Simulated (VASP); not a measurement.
ZrAl3B3N:

```
CELL_PARAMETERS angstrom
3.08669 0.00000 0.00000
-1.54335 2.67315 0.00000
0.00000 0.00000 10.87800
ATOMIC_POSITIONS crystal
Zr 0.66667 0.33333 0.99347
Al 0.66667 0.33333 0.31430
Al 0.00000 0.00000 0.53512
Al 0.33333 0.66667 0.74343
B 0.00000 0.00000 0.17034
B 0.33333 0.66667 0.15977
B 0.00000 0.00000 0.84988
N 0.33333 0.66667 0.42370
```

The cell was built by a generator and needn't be a form met in nature.

| Item | Value |
| --- | --- |
| Program | VASP 6.6.1 |
| Task | relaxation of cell and atoms |
| Functional | PBE |
| Potentials or basis | VASP PAW PBE potentials, release 64 (Zr_sv, Al, B, N) |
| Cutoff | 520 eV |
| k mesh | 12 × 12 × 4 |
| Occupations | gaussian, width 0.1 eV |
| Spin | no spin polarisation |

At the start: pressure 0.0 GPa; volume 11.22 Å³/atom.

**Question.** Where does the relaxation end?

**Answer.** Over 31 steps the energy falls by 7.3 meV/atom and the volume is 11.25 Å³/atom (+0.2 %); space group P3m1 (No. 156, to 0.05 Å).

Step by step:
| step | energy change (eV) | largest force (eV/Å) | pressure (GPa) | volume (Å³) |
| --- | --- | --- | --- | --- |
| 1 | 0.0000 | 0.2381 | 0.04 | 89.76 |
| 2 | -0.0035 | 0.1004 | 0.00 | 89.80 |
| 3 | -0.0039 | 0.0926 | -0.01 | 89.81 |
| 4 | -0.0049 | 0.0581 | 0.04 | 89.82 |
| 5 | -0.0060 | 0.1128 | 0.18 | 89.83 |
| 6 | -0.0068 | 0.1202 | 0.07 | 89.90 |
| 7 | -0.0090 | 0.1443 | -0.24 | 90.12 |
| 8 | -0.0129 | 0.2078 | -0.87 | 90.56 |
| 9 | -0.0067 | 0.3683 | -2.06 | 91.43 |
| 10 | -0.0137 | 0.2490 | -1.18 | 90.78 |
| 11 | -0.0140 | 0.2534 | -1.19 | 90.78 |
| 12 | -0.0147 | 0.2665 | -1.21 | 90.81 |
| 13 | -0.0157 | 0.2921 | -1.24 | 90.85 |
| 14 | -0.0163 | 0.3386 | -1.27 | 90.94 |
| 15 | -0.0183 | 0.3340 | -1.09 | 90.84 |
| 16 | -0.0232 | 0.3197 | -0.53 | 90.54 |
| 17 | -0.0285 | 0.2914 | 0.63 | 89.94 |
| 18 | -0.0289 | 0.2815 | 1.06 | 89.71 |
| 19 | -0.0332 | 0.2215 | 0.93 | 89.77 |
| 20 | -0.0424 | 0.2256 | 0.52 | 89.94 |
| 21 | -0.0424 | 0.3071 | -0.16 | 90.27 |
| 22 | -0.0458 | 0.2670 | 0.18 | 90.10 |
| 23 | -0.0504 | 0.2223 | -0.22 | 90.27 |
| 24 | -0.0530 | 0.1644 | -0.80 | 90.52 |
| 25 | -0.0567 | 0.1272 | -0.30 | 90.21 |
| 26 | -0.0573 | 0.1046 | 0.00 | 90.03 |
| 27 | -0.0582 | 0.0473 | 0.00 | 90.04 |
| 28 | -0.0582 | 0.0432 | -0.01 | 90.05 |
| 29 | -0.0584 | 0.0327 | -0.02 | 90.04 |
| 30 | -0.0586 | 0.0193 | -0.05 | 90.03 |
| 31 | -0.0586 | 0.0087 | 0.03 | 89.97 |

Final structure:
```cif
data_structure
_symmetry_space_group_name_H-M 'P 1'
_symmetry_Int_Tables_number 1
_cell_length_a 3.0170
_cell_length_b 3.0170
_cell_length_c 11.4140
_cell_angle_alpha 90.000
_cell_angle_beta 90.000
_cell_angle_gamma 120.000
_cell_volume 89.97
loop_
_atom_site_label
_atom_site_type_symbol
_atom_site_fract_x
_atom_site_fract_y
_atom_site_fract_z
_atom_site_occupancy
Zr1 Zr 0.66667 0.33333 0.01058 1
Al1 Al 0.66667 0.33333 0.31395 1
Al2 Al 0.00000 0.00000 0.52534 1
Al3 Al 0.33333 0.66667 0.73030 1
B1 B 0.00000 0.00000 0.17579 1
B2 B 0.33333 0.66667 0.16582 1
B3 B 0.00000 0.00000 0.84920 1
N1 N 0.33333 0.66667 0.41903 1
```
